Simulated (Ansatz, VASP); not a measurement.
# GeBr2: VASP beside Ansatz, part 2 of 2

Wanted: the spread between two codes on one cell, functional and k mesh. The cell is generated by rule, not measured, and may not be a known phase. The two relaxations start from unlike cells of this crystal (the structure described is Ansatz's start), so only their ends are compared.

VASP 6.6.1 and Ansatz 0.2.0.

So far: The starting structure; Ansatz: relaxation of cell and atoms, PBEsol; VASP: relaxation of cell and atoms, PBEsol.

## 3. VASP: relaxation of cell and atoms, PBEsol (continued)

Level of this step: PBEsol; plane waves and PAW (Ge_d, Br); invented cell (VASP).

Numbers of over 12 decimals in the logs are rounded to 6 here.

From OUTCAR (step 3):

```text
ion  position               nearest neighbor table
   1  0.330  0.500  0.500-   3 2.75   5 2.75   4 2.86   6 2.86   4 2.86   6 2.86
   2  0.170  0.000  1.000-   4 2.75   6 2.75   5 2.86   3 2.86   3 2.86   5 2.86
   3  0.008  0.500  0.750-   1 2.75   2 2.86   2 2.86
   4  0.492  0.000  0.250-   2 2.75   1 2.86   1 2.86
   5  0.008  0.500  0.250-   1 2.75   2 2.86   2 2.86
   6  0.492  0.000  0.750-   2 2.75   1 2.86   1 2.86

  LATTYP: Found a simple orthorhombic cell.
 ALAT       =     3.9401884847
 B/A-ratio  =     1.6573142520
 C/A-ratio  =     1.8011411187

 Subroutine GETGRP returns: Found  8 space group operations
 (whereof  4 operations were pure point group operations)

The static configuration has the point symmetry C_2v.
 The point group associated with its full space group is D_2h.

 Found     48 irreducible k-points:

   k-points           NKPTS =     48   k-points in BZ     NKDIM =     48   number of bands    NBANDS=     34

   dimension x,y,z NGX =    48 NGY =   30 NGZ =   54
   dimension x,y,z NGXF=    96 NGYF=   60 NGZF=  108

   ENCUT  =  500.0 eV  36.75 Ry    6.06 a.u.  11.91  7.18 12.94*2*pi/ulx,y,z

   NELECT =      56.0000    total number of electrons

 k-points in reciprocal lattice and weights: Automatic mesh
   0.00000000  0.00000000  0.00000000       0.007
   0.16666667  0.00000000  0.00000000       0.014
   0.33333333  0.00000000  0.00000000       0.014
   0.50000000  0.00000000  0.00000000       0.007
   0.00000000  0.16666667  0.00000000       0.014
   0.16666667  0.16666667  0.00000000       0.028
   0.33333333  0.16666667  0.00000000       0.028
   0.50000000  0.16666667  0.00000000       0.014
   0.00000000  0.33333333  0.00000000       0.014
[...]
0.33333333  0.50000000  0.50000000       0.014
   0.50000000  0.50000000  0.50000000       0.007

 average (electrostatic) potential at core
       1 -77.7718       2 -77.7718       3 -64.0334       4 -64.0334       5 -64.0334
       6 -64.0334

 E-fermi :   1.7244

 k-point     1 :       0.0000    0.0000    0.0000
  band No.  band energies     occupation
    ...
     24      -0.5379      2.00000
     25      -0.2198      2.00000
     26      -0.0117      2.00000
     27       0.0215      2.00000
     28       0.0439      2.00000
     29       2.6082      0.00000
     30       3.9695      0.00000
     31       4.2973      0.00000
     32       4.5126      0.00000
     33       5.0397      0.00000
    ...

 k-point     2 :       0.1667    0.0000    0.0000
  band No.  band energies     occupation
    ...
     24      -0.2278      2.00000
     25      -0.1509      2.00000
     26      -0.1240      2.00000
     27      -0.0407      2.00000
     28       0.0051      2.00000
     29       2.5988      0.00000
     30       3.9657      0.00000
     31       4.3198      0.00000
     32       4.7089      0.00000
     33       5.0123      0.00000
    ...

 k-point     3 :       0.3333    0.0000    0.0000
  band No.  band energies     occupation
    ...
     24      -0.5085      2.00000
     25      -0.1083      2.00000
     26      -0.0669      2.00000
     27      -0.0421      2.00000
     28       0.0868      2.00000
     29       2.5825      0.00000
     30       3.9592      0.00000
     31       4.3661      0.00000
     32       4.9544      0.00000
     33       5.0929      0.00000
    ...

  Total        0.0099509      0.0142987      0.0142987      0.0000000      0.0020024      0.0000000
  in kB        0.0859212      0.1234620      0.1234620      0.0000000      0.0172894      0.0000000
  external PRESSURE =       0.1109484 kB  Pullay stress =       0.0000000 kB

  energy-cutoff  :      500.00
  volume of cell :      185.56
      direct lattice vectors                 reciprocal lattice vectors
     0.000000000 -4.748384165 -4.748384165     0.000000000 -0.105298978 -0.105298978
     0.000000000  2.746693436 -2.746693436     0.000000000  0.182037061 -0.182037061
     7.113580343  0.000000000  0.000000000     0.140576187  0.000000000  0.000000000

 POSITION                                       TOTAL-FORCE (eV/Angst)
 -----------------------------------------------------------------------------------
      3.55679     -0.19513     -2.94183         0.000000      0.002838      0.002838
      7.11358     -0.80571     -0.80571         0.000000     -0.002838     -0.002838
      5.34027      1.31812     -1.42858        -0.002755     -0.000452     -0.000452
      1.78348     -2.31896     -2.31896        -0.002755      0.000452      0.000452
      1.77331      1.31812     -1.42858         0.002755     -0.000452     -0.000452
      5.33010     -2.31896     -2.31896         0.002755      0.000452      0.000452
 -----------------------------------------------------------------------------------
    total drift:                                0.000932     -0.000000     -0.000000

  FREE ENERGIE OF THE ION-ELECTRON SYSTEM (eV)
  ---------------------------------------------------
  free  energy   TOTEN  =       -20.0822367415 eV

  energy  without entropy=      -20.0822367415  energy(sigma->0) =      -20.08223674

 reached required accuracy - stopping structural energy minimisation

 total charge
# of ion       s       p       d       tot
------------------------------------------
    1        1.416   0.566  10.019  12.000
    2        1.416   0.566  10.019  12.000
    3        1.614   3.182   0.017   4.813
    4        1.614   3.182   0.017   4.813
    5        1.614   3.182   0.017   4.813
    6        1.614   3.182   0.017   4.813
--------------------------------------------------
tot          9.288  13.859  20.106  43.253

[... 3 further parts left out ...]
```

CONTCAR:

```
GeBr2
   1.00000000000000
     0.0000000000000000   -4.7483841650877974   -4.7483841650877974
     0.0000000000000000    2.7466934358752000   -2.7466934358752004
     7.1135803431756726    0.0000000000000000    0.0000000000000000
  Ge              Br
     2     4
Direct
     0.3303183288863242    0.5000000000000000    0.4999999270999993
     0.1696816711136759    0.0000000000000000    0.9999999270999993
     0.0116313355946698    0.5000000000000000    0.7507145166326542
     0.4883686644053303    0.0000000000000000    0.2507145166326541
     0.0116313355946698    0.5000000000000000    0.2492853375673445
     0.4883686644053303    0.0000000000000000    0.7492853375673444
```

## 4. Comparison

Known differences besides the potentials themselves: fixed occupations in Ansatz, narrow Gaussian smearing in VASP; the cutoff is 420 eV in Ansatz and 500 eV in VASP; Ansatz makes its cores anew for this functional, VASP keeps those of its PBE data sets; Ansatz adds a Pulay correction to the stress that steers its cell, VASP none. Total energies have different zeros and are not compared.

Compared:

```
                                         quantity  Ansatz    VASP  difference
                                      volume (Å³)  187.68  185.56     +1.14 %
edge a after relaxation, in the typed setting (Å)   6.791   6.715     +1.13 %
edge b after relaxation, in the typed setting (Å)   3.884   3.884     -0.01 %
edge c after relaxation, in the typed setting (Å)   7.115   7.114     +0.02 %
```

## 5. Results

```yaml
difference_in_volume_relaxation_of_cell_and_atoms_pbesol: 1.1 %
```

What this shows: The difference in volume is 1.1 % (relaxation of cell and atoms, PBEsol), at about the 1.2 % picked in this series as the mark of a large difference, as far as the stopping tolerances let one tell. Such differences can come from data sets, numerical settings and the points named under the comparisons, not from the functional's error against experiment.

[Lines on the potential files, build, host, timing and source positions are cut from VASP's logs without a mark.]

[Logs are printed without paths, hosts, clocks, repeated set-up lines and the standing remarks that a program may print on its own settings, such as how far it seeks lower states.]

[Hosts, paths, dates, database ids (printed as entryN), source tags and the programs' standing remarks are cut or masked in the printed files.]
